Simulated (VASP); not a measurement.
Here is the system:

```
CELL_PARAMETERS angstrom
      0.00000     2.23578     2.23578
      2.23578     0.00000     2.23578
      2.23578     2.23578     0.00000
ATOMIC_POSITIONS crystal
  Nb 0.00000 0.00000 0.00000
  C  0.50000 0.50000 0.50000
```

Calculation: optB86b-vdW, VASP's PBE PAW potentials (set 64) (plane waves; VASP). Numerical set-up: 520 eV cut-off, Gaussian smearing of 0.050 eV, potentials Nb_sv C.

**Question.** Give the energies of bands 6 to 11 at the high-symmetry points, in eV from the Fermi level.

**Answer.** 
```tsv
band	Γ	X	U	L	W
6	-1.34	-4.18	-5.16	-7.55	-4.64
7	-1.34	-3.85	-4.22	-5.13	-4.38
8	-1.34	-1.33	-3.51	-5.13	-4.38
9	-0.25	-1.33	-0.33	2.08	1.50
10	-0.25	1.96	2.43	2.08	1.50
11	-0.25	3.17	3.36	3.51	3.17
```

It has no gap at this level: it comes out as a metal or semimetal.

The compound is NbC in the rock salt structure. It was relaxed first. The electron count is odd and the run is not spin-polarised, which forces a metal.
